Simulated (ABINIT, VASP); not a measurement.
An input for ABINIT (LDA (PW92), norm-conserving pseudopotentials (PseudoDojo nc-sr-04 LDA standard)):

```
# Rb3Bi, PseudoDojo nc-sr-04 LDA standard
pp_dirpath "./"
pseudos "Rb.upf, Bi.upf"
acell 11.8159504812 11.8159504812 11.8159504812
rprim
         0.0000000000    0.7071067812    0.7071067812
         0.7071067812   -0.0000000000    0.7071067812
         0.7071067812    0.7071067812   -0.0000000000
natom 4
ntypat 2
znucl 37 83
typat 1 1 1 2
xcart
        12.5327080671   12.5327080671   12.5327080671
         4.1775693557    4.1775693557    4.1775693557
         8.3551387114    8.3551387114    8.3551387114
         0.0000000000    0.0000000000    0.0000000000
ecut 35
ixc 7
occopt 3
tsmear 0.1 eV
nband 28
kptopt 1
ngkpt 4 4 4
nshiftk 1
shiftk 0 0 0
nstep 100
tolvrs 1.0e-12
prtwf 0
prtden 0
```

Task: Write the VASP files for the same calculation.

Result: One set of files that does it:

POSCAR:
```
Rb3Bi
6.2527320
  0.0000000000   0.7071067495   0.7071067495
  0.7071067495   0.0000000000   0.7071067495
  0.7071067495   0.7071067495   0.0000000000
Rb Bi
3 1
direct
  0.7500000000   0.7500000000   0.7500000000
  0.2500000000   0.2500000000   0.2500000000
  0.5000000000   0.5000000000   0.5000000000
  0.0000000000   0.0000000000   0.0000000000
```

**INCAR**
```
LMAXMIX=4
ISIF=2   ! forces and stress, cell fixed
ENCUT=300   ! plane-wave cut-off (eV)
ALGO=Normal   ! blocked Davidson
LCHARG=.FALSE.
LWAVE=.FALSE.
LASPH=.TRUE.
PREC=Accurate
NELM=100   ! most electronic steps
SYSTEM=Rb3Bi
ISMEAR=-1   ! Fermi-Dirac
EDIFF=1E-6
SIGMA=0.1   ! width (eV)
LREAL=.FALSE.   ! projection in real space or not
```

KPOINTS:
```
Automatic mesh
0
Gamma
4 4 4
0 0 0
```

POTCAR, in this order: Rb_sv Bi_d (LDA.64 set). Program: vasp_std.

Both inputs were run and reached self-consistency, which says nothing on mesh or cut-off. Potentials, basis and cut-offs are each code's own, so they don't translate, and total energies aren't comparable.

VASP's LDA is the Perdew-Zunger fit; the other code's may be Perdew-Wang, which differs slightly.

The structure comes from a computed database's Rb3Bi entry; how it stands against other phases isn't given here. The cell was not relaxed at this level, and it may have been scaled.
